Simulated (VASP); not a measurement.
Here is the system:

```xyz
1
Lattice="2.6114 0.0000 0.0000 0.0000 2.6114 0.0000 0.0000 0.0000 2.6114" Properties=species:S:1:pos:R:3 pbc="T T T"
S      0.0000     0.0000     0.0000
```

All values below come from r2SCAN meta-GGA, VASP's PBE PAW potentials (set 64) (plane waves; VASP). Settings: 400 eV cut-off, 9×9×9 Γ-centred mesh, Gaussian smearing of 0.050 eV, potentials S.

Energy and stress use the plane-wave basis of the starting cell.

**Question.** The ions, cell shape and volume are relaxed. What does this cell relax into?

**Answer.** 
```xyz
1
Lattice="2.5784 0.0000 0.0000 0.0000 2.5784 0.0000 0.0000 0.0000 2.5784" Properties=species:S:1:pos:R:3 pbc="T T T"
S      0.0000     0.0000     0.0000
```
Space group Pm-3m (221), at a tolerance of 0.03 Å.

**Question.** How do energy and volume change from the first to the last step?

**Answer.** The energy (σ→0) changes by -6.7 meV/atom and the volume by -3.7 %, in 3 ionic steps.

The structure was generated: S was put into the simple-cubic type (Pm-3m), which need not be its known phase. This run relaxes it. Symmetry was kept, so distortions that lower it aren't found.
